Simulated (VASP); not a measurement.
Output of a VASP run:

OUTCAR:
```
 ion  position               nearest neighbor table
   1  0.000  0.000  0.000-
  LATTYP: Found a face centered cubic cell.
 ALAT       =     3.8739867838
 Subroutine PRICEL returns:
 Original cell was already a primitive cell.
 Subroutine GETGRP returns: Found 48 space group operations
The static configuration has the point symmetry O_h .
The dynamic configuration has the point symmetry O_h .
 Subroutine INISYM returns: Found 48 space group operations
 Subroutine IBZKPT returns following result:
 Found    145 irreducible k-points:

 Following reciprocal coordinates:
            Coordinates               Weight
  0.000000  0.000000  0.000000      1.000000
  0.062500  0.000000  0.000000      8.000000
  0.125000  0.000000  0.000000      8.000000
  0.187500  0.000000  0.000000      8.000000
  0.250000  0.000000  0.000000      8.000000
  0.312500  0.000000  0.000000      8.000000
  0.375000  0.000000  0.000000      8.000000
  0.437500  0.000000  0.000000      8.000000
  0.500000  0.000000  0.000000      4.000000
  0.062500  0.062500  0.000000      6.000000
  0.125000  0.062500  0.000000     24.000000
  0.187500  0.062500  0.000000     24.000000
  0.250000  0.062500  0.000000     24.000000
  0.312500  0.062500  0.000000     24.000000
  0.375000  0.062500  0.000000     24.000000
  0.437500  0.062500  0.000000     24.000000
  0.500000  0.062500  0.000000     24.000000
 -0.437500  0.062500  0.000000     24.000000
 -0.375000  0.062500  0.000000     24.000000
 -0.312500  0.062500  0.000000     24.000000
 -0.250000  0.062500  0.000000     24.000000
 -0.187500  0.062500  0.000000     24.000000
 -0.125000  0.062500  0.000000     24.000000
 -0.062500  0.062500  0.000000     12.000000
  0.125000  0.125000  0.000000      6.000000
  0.187500  0.125000  0.000000     24.000000
  0.250000  0.125000  0.000000     24.000000
  0.312500  0.125000  0.000000     24.000000
  0.375000  0.125000  0.000000     24.000000
  0.437500  0.125000  0.000000     24.000000
  0.500000  0.125000  0.000000     24.000000
 -0.437500  0.125000  0.000000     24.000000
 -0.375000  0.125000  0.000000     24.000000
 -0.312500  0.125000  0.000000     24.000000
 -0.250000  0.125000  0.000000     24.000000
 -0.187500  0.125000  0.000000     24.000000
 -0.125000  0.125000  0.000000     12.000000
  0.187500  0.187500  0.000000      6.000000
  0.250000  0.187500  0.000000     24.000000
  0.312500  0.187500  0.000000     24.000000
   k-points           NKPTS =    145   k-points in BZ     NKDIM =    145   number of bands    NBANDS=      9
   number of dos      NEDOS =    301   number of ions     NIONS =      1
   total plane-waves  NPLWV =   8000
   dimension x,y,z NGX =    20 NGY =   20 NGZ =   20
   dimension x,y,z NGXF=    40 NGYF=   40 NGZF=   40
   ions per type =               1
   PREC   = accura    normal or accurate (medium, high low for compatibility)
   ISTART =      0    job   : 0-new  1-cont  2-samecut
   ICHARG =      2    charge: 1-file 2-atom 10-const
   ISPIN  =      1    spin polarized calculation?
   LNONCOLLINEAR =      F non collinear calculations
   LSORBIT =      F    spin-orbit coupling
   INIWAV =      1    electr: 0-lowe 1-rand  2-diag
   ENCUT  =  500.0 eV  36.75 Ry    6.06 a.u.   4.99  4.99  4.99*2*pi/ulx,y,z
   NELM   =    100;   NELMIN=  2; NELMDL= -5     # of ELM steps
   EDIFF  = 0.1E-05   stopping-criterion for ELM
   LREAL  =      F    real-space projection
   NLSPLINE    = F    spline interpolate recip. space projectors
   LMAXMIX     =    4 max onsite mixed and CHGCAR
   VOSKOWN=      0    Vosko Wilk Nusair interpolation
   EDIFFG = -.2E-01   stopping-criterion for IOM
   NSW    =     40    number of steps for IOM
   NBLOCK =      1;   KBLOCK =     40    inner block; outer block
   IBRION =      2    ionic relax: 0-MD 1-quasi-New 2-CG
   NFREE  =      1    steps in history (QN), initial steepest desc. (CG)
...
```

**OSZICAR**
```
       N       E                     dE             d eps       ncg     rms          rms(c)
DAV:   1     0.370005851859E+02    0.37001E+02   -0.51592E+03  2634   0.101E+03
DAV:   2    -0.510399504267E+01   -0.42105E+02   -0.40836E+02  2778   0.189E+02
DAV:   3    -0.547011861724E+01   -0.36612E+00   -0.36220E+00  3032   0.202E+01
DAV:   4    -0.547197323550E+01   -0.18546E-02   -0.18544E-02  3084   0.135E+00
DAV:   5    -0.547199479176E+01   -0.21556E-04   -0.21557E-04  3113   0.124E-01    0.810E+00
DAV:   6    -0.521057031499E+01    0.26142E+00   -0.11616E+00  2665   0.102E+01    0.400E+00
DAV:   7    -0.519840736227E+01    0.12163E-01   -0.10465E-02  2971   0.924E-01    0.206E+00
DAV:   8    -0.519437632346E+01    0.40310E-02   -0.11245E-03  2834   0.270E-01    0.588E-02
DAV:   9    -0.519437956985E+01   -0.32464E-05   -0.81469E-06  3352   0.323E-02    0.116E-02
DAV:  10    -0.519438361795E+01   -0.40481E-05   -0.15960E-06  2964   0.132E-02    0.257E-03
DAV:  11    -0.519438348706E+01    0.13089E-06   -0.32199E-08  1407   0.172E-03
   1 F= -.33799802E+01 E0= -.33799649E+01  d E =-.337998E+01
       N       E                     dE             d eps       ncg     rms          rms(c)
DAV:   1    -0.693382113287E+01   -0.17394E+01   -0.42013E+01  2645   0.736E+01    0.128E+01
DAV:   2    -0.491078101212E+01    0.20230E+01   -0.75197E+00  2621   0.276E+01    0.170E+00
DAV:   3    -0.486584070631E+01    0.44940E-01   -0.24344E-01  3605   0.407E+00    0.928E-01
DAV:   4    -0.486909300751E+01   -0.32523E-02   -0.13819E-02  3048   0.112E+00    0.282E-01
DAV:   5    -0.487111128972E+01   -0.20183E-02   -0.37141E-03  3456   0.457E-01    0.731E-02
DAV:   6    -0.487114681294E+01   -0.35523E-04   -0.40099E-05  3611   0.756E-02    0.106E-02
DAV:   7    -0.487114526372E+01    0.15492E-05   -0.55601E-06  2807   0.250E-02    0.132E-03
DAV:   8    -0.487114554050E+01   -0.27678E-06   -0.64596E-08  1338   0.285E-03
   2 F= -.32853433E+01 E0= -.32853887E+01  d E =0.946369E-01
       N       E                     dE             d eps       ncg     rms          rms(c)
DAV:   1    -0.616780077728E+01   -0.12967E+01   -0.21575E+01  2643   0.543E+01    0.671E+00
DAV:   2    -0.515511019791E+01    0.10127E+01   -0.46236E+00  2629   0.198E+01    0.291E+00
DAV:   3    -0.514252501101E+01    0.12585E-01   -0.58294E-02  3072   0.192E+00    0.168E+00
DAV:   4    -0.514264157603E+01   -0.11657E-03   -0.10008E-02  2950   0.858E-01    0.238E-01
DAV:   5    -0.514296606508E+01   -0.32449E-03   -0.38261E-04  3667   0.129E-01    0.436E-02
DAV:   6    -0.514299022753E+01   -0.24162E-04   -0.73160E-06  3075   0.309E-02    0.300E-03
DAV:   7    -0.514299055442E+01   -0.32689E-06   -0.72095E-08  1499   0.286E-03
   3 F= -.33989703E+01 E0= -.33989985E+01  d E =-.189901E-01
       N       E                     dE             d eps       ncg     rms          rms(c)
DAV:   1    -0.514110820983E+01    0.18820E-02   -0.34065E-03  2646   0.670E-01    0.894E-02
DAV:   2    -0.514094419670E+01    0.16401E-03   -0.74764E-04  2630   0.256E-01    0.233E-02
DAV:   3    -0.514094378431E+01    0.41238E-06   -0.10260E-05  2853   0.250E-02    0.135E-02
DAV:   4    -0.514094567335E+01   -0.18890E-05   -0.20683E-06  2928   0.126E-02    0.899E-04
DAV:   5    -0.514094566311E+01    0.10241E-07   -0.17107E-08  1311   0.125E-03
   4 F= -.33989919E+01 E0= -.33990213E+01  d E =-.190117E-01
```

File OUTCAR:
```
------------------------ aborting loop because EDIFF is reached ----------------------------------------
  FORCE on cell =-STRESS in cart. coord.  units (eV):
  Direction    XX          YY          ZZ          XY          YZ          ZX
  --------------------------------------------------------------------------------------
  Total        1.7385756      1.7385756      1.7385756      0.0000000      0.0000000      0.0000000
  in kB      199.6121430    199.6121430    199.6121430      0.0000000      0.0000000      0.0000000
  external PRESSURE =      -0.3878570 kB  Pullay stress =     200.0000000 kB
  volume of cell :       13.95
      direct lattice vectors                 reciprocal lattice vectors
     0.000000000  1.910860882  1.910860882    -0.261662167  0.261662167  0.261662167
     1.910860882  0.000000000  1.910860882     0.261662167 -0.261662167  0.261662167
     1.910860882  1.910860882 -0.000000000     0.261662167  0.261662167 -0.261662167
 POSITION                                       TOTAL-FORCE (eV/Angst)
 -----------------------------------------------------------------------------------
      0.00000      0.00000      0.00000         0.000000      0.000000      0.000000
 -----------------------------------------------------------------------------------
    total drift:                                0.000000      0.000000      0.000000
  FREE ENERGIE OF THE ION-ELECTRON SYSTEM (eV)
  ---------------------------------------------------
  free  energy   TOTEN  =        -5.1409456631 eV

  energy  without entropy=       -5.1410336863  energy(sigma->0) =       -5.14097500
  enthalpy is  TOTEN    =        -3.3989919185 eV   P V=        1.7419537446

 reached required accuracy - stopping structural energy minimisation
```
(Selected blocks of OUTCAR.)

POSCAR:
```
Pd
1
    0.0000000000     1.9369933919     1.9369933919
    1.9369933919     0.0000000000     1.9369933919
    1.9369933919     1.9369933919     0.0000000000
Pd
1
Direct
  0.0000000000   0.0000000000   0.0000000000
```

Write an INCAR and KPOINTS that could have produced this output.

Several could match; the one computed here: the input of the run itself, PBE GGA, plane waves, VASP's PBE PAW potentials (set 64).

INCAR:
```
PREC = Accurate
ENCUT = 500   # plane-wave cut-off (eV)
NELM = 100   # most electronic steps
LCHARG = .FALSE.
EDIFF = 1E-6
NSW = 40   # most ionic steps
LWAVE = .FALSE.
SYSTEM = Pd
LASPH = .TRUE.
ALGO = Normal   # blocked Davidson
ISMEAR = 1
ISIF = 3
GGA = PE   # PBE
SIGMA = 0.1
IBRION = 2
LMAXMIX = 4   # l cut-off of mixed one-centre charges
EDIFFG = -0.02   # ionic stop
PSTRESS = 200   # kbar
LREAL = .FALSE.   # projection in real space or not
```

**KPOINTS**
```
Automatic mesh
0
Gamma
16 16 16
0 0 0
```

POTCAR, in this order: Pd (PBE.64 set). Program: vasp_std.

Energy and stress use the plane-wave basis of the starting cell.

The compound is Pd in the fcc structure. This run relaxes it under an external pressure of 20 GPa. Symmetry was kept, so distortions that lower it aren't found.
